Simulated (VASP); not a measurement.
These are r2SCAN meta-GGA, VASP's PBE PAW potentials (set 64) (plane waves; VASP) values and carry that method's errors.

Input for VASP

INCAR:
```
! general
SYSTEM   =  LiF
PREC     =  Accurate
ENCUT    =  520   ! plane-wave cut-off (eV)
LREAL    =  .False.
LASPH    =  .True.   ! aspherical one-centre terms

! electronic loop
EDIFF    =  1E-6   ! SCF stop (eV)
NELM     =  100   ! most electronic steps
ALGO     =  Normal   ! blocked Davidson
LMIXTAU  =  .True.

! smearing
ISMEAR   =  0   ! Gaussian
SIGMA    =  0.05   ! width (eV)

! functional
METAGGA  =  R2SCAN

! ions
IBRION   =  2   ! conjugate gradients
NSW      =  60   ! most ionic steps
ISIF     =  3   ! ions, shape and volume
EDIFFG   =  -0.01   ! ionic stop

! output
LWAVE    =  .False.
LCHARG   =  .False.
```

File POSCAR:
```
LiF
1
    0.0000000000     1.9896748120     1.9896748120
    1.9896748120    -0.0000000000     1.9896748120
    1.9896748120     1.9896748120    -0.0000000000
Li F
1 1
Direct
  0.0000000000   1.0000000000   1.0000000000
  0.5000000000   0.5000000000   0.5000000000
```

File KPOINTS:
```
Automatic mesh
0
Gamma
10 10 10
0 0 0
```

POTCAR, in this order: Li_sv F (PBE.64 set). Program: vasp_std.

What VASP printed:

File OSZICAR:
```
       N       E                     dE             d eps       ncg     rms          rms(c)
DAV:   1     0.259104197774E+02    0.25910E+02   -0.59524E+03   886   0.116E+03
DAV:   2    -0.139987280922E+02   -0.39909E+02   -0.39582E+02   920   0.217E+02
DAV:   3    -0.149605558879E+02   -0.96183E+00   -0.95975E+00  1091   0.315E+01
DAV:   4    -0.149730868416E+02   -0.12531E-01   -0.12529E-01  1136   0.328E+00
DAV:   5    -0.149731607380E+02   -0.73896E-04   -0.73895E-04  1111   0.172E-01    0.389E+00
DAV:   6    -0.118728237488E+02    0.31003E+01   -0.46711E-01  1131   0.702E+00    0.188E+00
DAV:   7    -0.130211793267E+02   -0.11484E+01   -0.32250E+00   944   0.159E+01    0.291E+00
DAV:   8    -0.119928147238E+02    0.10284E+01   -0.44827E-01   858   0.652E+00    0.138E+00
DAV:   9    -0.117576593009E+02    0.23516E+00   -0.51584E-01   850   0.739E+00    0.107E+00
DAV:  10    -0.118977110022E+02   -0.14005E+00   -0.22537E-01   846   0.538E+00    0.724E-02
DAV:  11    -0.119025456665E+02   -0.48347E-02   -0.33256E-03   852   0.904E-01    0.837E-02
DAV:  12    -0.119024928865E+02    0.52780E-04   -0.31024E-03   886   0.645E-01    0.928E-02
DAV:  13    -0.119027928609E+02   -0.29997E-03   -0.11489E-03   851   0.428E-01    0.131E-02
DAV:  14    -0.119029875625E+02   -0.19470E-03   -0.78049E-05   854   0.135E-01    0.242E-03
DAV:  15    -0.119029871030E+02    0.45951E-06   -0.94659E-07  1170   0.138E-02
   1 F= -.11902987E+02 E0= -.11902987E+02  d E =-.119030E+02
```

File OUTCAR:
```
------------------------ aborting loop because EDIFF is reached ----------------------------------------
  FORCE on cell =-STRESS in cart. coord.  units (eV):
  Direction    XX          YY          ZZ          XY          YZ          ZX
  --------------------------------------------------------------------------------------
  Total        0.0020916      0.0020916      0.0020916      0.0000000      0.0000000      0.0000000
  in kB        0.2127185      0.2127185      0.2127185      0.0000000      0.0000000      0.0000000
  external PRESSURE =       0.2127185 kB  Pullay stress =       0.0000000 kB
  volume of cell :       15.75
      direct lattice vectors                 reciprocal lattice vectors
     0.000000000  1.989674812  1.989674812    -0.251297346  0.251297346  0.251297346
     1.989674812  0.000000000  1.989674812     0.251297346 -0.251297346  0.251297346
     1.989674812  1.989674812  0.000000000     0.251297346  0.251297346 -0.251297346
  FREE ENERGIE OF THE ION-ELECTRON SYSTEM (eV)
  ---------------------------------------------------
  free  energy   TOTEN  =       -11.9029871030 eV

  energy  without entropy=      -11.9029871030  energy(sigma->0) =      -11.90298710

 reached required accuracy - stopping structural energy minimisation
```
(Selected blocks of OUTCAR.)

File OUTCAR:
```
 val. band max:       -1.4167417752   @ k =   0.0000   0.0000   0.0000

 cond. band min:       9.2112317988   @ k =   0.0000   0.0000   0.0000


 Fermi energy:        -0.9996561665

 k-point     1 :       0.0000    0.0000    0.0000
  band No.  band energies     occupation
      1     -43.4098      2.00000
      2     -22.6138      2.00000
      3      -1.4167      2.00000
      4      -1.4167      2.00000
      5      -1.4167      2.00000
      6       9.2112      0.00000
      7      24.4328      0.00000
      8      24.4328      0.00000
      9      24.4329      0.00000

 k-point     2 :       0.1000    0.0000    0.0000
  band No.  band energies     occupation
      1     -43.4035      2.00000
      2     -22.5748      2.00000
      3      -1.7073      2.00000
      4      -1.4424      2.00000
      5      -1.4424      2.00000
      6       9.4900      0.00000
      7      21.5858      0.00000
      8      23.3979      0.00000
      9      23.3985      0.00000

 k-point     3 :       0.2000    0.0000    0.0000
  band No.  band energies     occupation
      1     -43.3869      2.00000
      2     -22.4695      2.00000
      3      -2.4128      2.00000
      4      -1.5083      2.00000
      5      -1.5083      2.00000
      6      10.1045      0.00000
      7      19.0292      0.00000
      8      21.8346      0.00000
      9      21.8354      0.00000

 k-point     4 :       0.3000    0.0000    0.0000
  band No.  band energies     occupation
      1     -43.3662      2.00000
      2     -22.3336      2.00000
      3      -3.2041      2.00000
      4      -1.5871      2.00000
      5      -1.5871      2.00000
      6      10.5731      0.00000
      7      17.6037      0.00000
      8      20.4938      0.00000
      9      20.4945      0.00000

 k-point     5 :       0.4000    0.0000    0.0000
  band No.  band energies     occupation
      1     -43.3495      2.00000
      2     -22.2193      2.00000
      3      -3.7985      2.00000
...
```

The compound is LiF in the rock salt structure. It was relaxed first. The start is the result of an earlier pass.
